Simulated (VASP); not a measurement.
The system is P.

```
P
1.0
     1.65820   -5.24200    0.00000
     1.65820    5.24200    0.00000
     0.00000    0.00000    4.37930
P
4
Direct
  0.89838 0.10162 0.08068
  0.60162 0.39838 0.58068
  0.10162 0.89838 0.91932
  0.39838 0.60162 0.41932
```

| Item | Value |
| --- | --- |
| Program | VASP 6.6.1 |
| Task | relaxation of cell and atoms |
| Functional | LDA |
| Potentials or basis | VASP PAW LDA potentials, release 64 (P) |
| Cutoff | 600 eV |
| k mesh | 12 × 12 × 12 |
| Occupations | fermi-dirac, width 0.05 eV |
| Spin | no spin polarisation |

At the start: pressure -2.6 GPa; volume 19.03 Å³/atom.

Task: How do energy, volume and symmetry change on relaxing?

Result: Over 12 steps the energy falls by 12.4 meV/atom and the volume is 17.37 Å³/atom (-8.7 %); space group Cmce (No. 64, to 0.05 Å).

The path:
```csv
step,energy change (eV),largest force (eV/Å),pressure (GPa),volume (Å³)
1,0.0000,0.0589,-2.64,76.13
2,-0.0133,0.3801,1.54,72.72
3,-0.0205,0.2135,-0.11,73.95
4,-0.0273,0.1334,-0.12,73.39
5,-0.0317,0.1030,-0.15,72.30
6,-0.0361,0.0851,-0.13,71.85
7,-0.0449,0.0459,0.00,70.50
8,-0.0427,0.1475,0.46,67.82
9,-0.0473,0.0673,0.20,69.37
10,-0.0495,0.0476,0.00,69.48
11,-0.0495,0.0429,0.02,69.47
12,-0.0497,0.0084,0.04,69.50
```

Final structure:
```yaml
crystal:
  lattice:
    - [1.65245, -5.08029, 0.00000]
    - [1.65245, 5.08029, 0.00000]
    - [0.00000, 0.00000, 4.13937]
  atoms:
    - { symbol: P, position: [0.89377, 0.10623, 0.07199] }
    - { symbol: P, position: [0.60623, 0.39377, 0.57199] }
    - { symbol: P, position: [0.10623, 0.89377, 0.92801] }
    - { symbol: P, position: [0.39377, 0.60623, 0.42801] }
```
